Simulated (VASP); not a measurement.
Input:

```xyz
2
Lattice="0.0000 3.2580 3.2580 3.2580 0.0000 3.2580 3.2580 3.2580 0.0000" Properties=species:S:1:pos:R:3 pbc="T T T"
Ag     0.0000     3.2580     3.2580
I      1.6290     1.6290     1.6290
```

Computed with PBE GGA, VASP's PBE PAW potentials (set 64) (plane waves; VASP). Run with 480 eV cut-off, 6×6×6 Γ-centred mesh, Gaussian smearing of 0.050 eV, potentials Ag I.

Unless said otherwise, spin-orbit coupling is left out, though it shifts the bands of the heavy elements here.

Question: Predict the energy per atom (σ→0), pressure, band gap (on the k-mesh) with the smallest direct gap where there is one.

Answer: 
```
Quantity                                     Result
-----------------------------------  --------------
band gap (on the k-mesh)                    1.34 eV
smallest direct gap (on the k-mesh)         1.34 eV
energy per atom (σ→0)                -2.388 eV/atom
pressure                                   1.49 GPa
```

Total energies compare only between runs with the same potentials, cut-off and functional.

The compound is AgI in the zinc blende structure, whereas wurtzite is the usual form. This cell was strained or had an atom moved on purpose.
